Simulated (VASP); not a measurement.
A VASP calculation is set up with these files.

### INCAR
```
ALGO  =  Normal
EDIFF  =  1E-6
EDIFFG  =  -0.02
ENCUT  =  620
GGA  =  PS
IBRION  =  2
ISIF  =  3
ISMEAR  =  1
LASPH  =  T
LCHARG  =  F
LMAXMIX  =  4
LREAL  =  F
LWAVE  =  F
NELM  =  100
NSW  =  40
PREC  =  Accurate
PSTRESS  =  50
SIGMA  =  0.1
SYSTEM  =  ZrC
```

**POSCAR**
```
ZrC
1
    0.0000000000     2.3360033741     2.3360033741
    2.3360033741     0.0000000000     2.3360033741
    2.3360033741     2.3360033741     0.0000000000
Zr C
1 1
Direct
  0.0000000000   0.0000000000   0.0000000000
  0.5000000000   0.5000000000   0.5000000000
```

File KPOINTS:
```
Automatic mesh
0
Gamma
13 13 13
0 0 0
```

POTCAR, in this order: Zr_sv C (PBE.64 set). Program: vasp_std.

Task: Write an equivalent input for Quantum ESPRESSO's pw.x.

Result: One equivalent input (not run):
```
&CONTROL
  calculation = 'vc-relax'
  pseudo_dir = './pseudo'
  outdir = './out'
  tprnfor = .true.
  tstress = .true.
  nstep = 40
  forc_conv_thr = 0.00078
/
&SYSTEM
  ibrav = 0
  nat = 2
  ntyp = 2
  ecutwfc = 82
  occupations = 'smearing'
  smearing = 'methfessel-paxton'
  degauss = 0.00735
  input_dft = 'pbesol'
/
&ELECTRONS
  conv_thr = 7.3e-08
  electron_maxstep = 100
/
&IONS
/
&CELL
  press = 50
/
ATOMIC_SPECIES
  Zr 91.224 Zr.upf
  C 12.011 C.upf
CELL_PARAMETERS angstrom
     0.0000000    2.3360034    2.3360034
     2.3360034    0.0000000    2.3360034
     2.3360034    2.3360034    0.0000000
ATOMIC_POSITIONS crystal
  Zr   0.0000000  0.0000000  0.0000000
  C    0.5000000  0.5000000  0.5000000
K_POINTS automatic
  13 13 13 0 0 0
```
The two are equivalent in intent, not identical: the potentials are each code's own (VASP's PAW set, PseudoDojo norm-conserving files in pw.x), so ENCUT and ecutwfc are chosen apart and not converted; conv_thr bounds pw.x's estimated SCF error, while EDIFF bounds the energy change between steps; forc_conv_thr acts on force components and is met together with etot_conv_thr.

The compound is ZrC in the rock salt structure. This run relaxes it under an external pressure of 5 GPa. Symmetry was kept, so distortions that lower it aren't found.
